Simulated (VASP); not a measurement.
A VASP calculation is set up with these files.

### INCAR
```
# general
SYSTEM  = BN
PREC    = Accurate
ENCUT   = 620   # plane-wave cut-off (eV)
LREAL   = .FALSE.
LASPH   = .TRUE.   # aspherical one-centre terms

# electronic loop
EDIFF   = 1E-6   # SCF stop (eV)
NELM    = 100   # most electronic steps
ALGO    = Normal

# smearing
ISMEAR  = 0
SIGMA   = 0.05   # width (eV)

# ions
IBRION  = 2
NSW     = 40   # most ionic steps
ISIF    = 3
EDIFFG  = -0.02   # ionic stop
PSTRESS = 100

# output
LWAVE   = .FALSE.
LCHARG  = .FALSE.
```

KPOINTS:
```
Automatic mesh
0
gamma
  10 10 6
```

File POSCAR:
```
BN
1
    1.2523169742    -2.1690768400     0.0000000000
    1.2523169742     2.1690768400     0.0000000000
    0.0000000000     0.0000000000     4.1445245156
B N
2 2
Direct
  0.6666670000   0.3333330000   0.5003535265
  0.3333330000   0.6666670000   0.0003535265
  0.6666670000   0.3333330000   0.8746464735
  0.3333330000   0.6666670000   0.3746464735
```

POTCAR, in this order: B N (LDA.64 set). Program: vasp_std.

Problem. Translate this LDA calculation to Ansatz.

Solution. One equivalent input (not run):
Ansatz 0.2 input:
```yaml
crystal:
  lattice:
    - [1.2523170, -2.1690768, 0.0000000]
    - [1.2523170, 2.1690768, 0.0000000]
    - [0.0000000, 0.0000000, 4.1445245]
  atoms:
    - { symbol: B, position: [0.6666670, 0.3333330, 0.5003535] }
    - { symbol: B, position: [0.3333330, 0.6666670, 0.0003535] }
    - { symbol: N, position: [0.6666670, 0.3333330, 0.8746465] }
    - { symbol: N, position: [0.3333330, 0.6666670, 0.3746465] }
kpoints:
  mp_grid: { grid: [10, 10, 6] }
hamiltonian:
  xc: lda
  pseudopotentials: { kind: paw }
scf:
  occupations: { method: gaussian, width: 0.05 }
  max_iter: 100
relax:
  max_steps: 40
  f_tol: 0.02
  cell: { p_target: 10 }
output: { forces: true, stress: true, eigenvalues: true }
```
Limits of the translation: each code has its own PAW files, so the cut-off isn't converted (ENCUT is set for VASP's; basis.ecutwfc is left out, and Ansatz then takes the one that its files recommend); Ansatz stops its SCF on the density residual and VASP on the energy change (EDIFF); Ansatz's lda is the Perdew-Wang form, while the LDA potentials of VASP carry Perdew-Zunger's.

The compound is BN in the wurtzite structure, a metastable high-pressure form. It was relaxed first under an external pressure of 10 GPa.
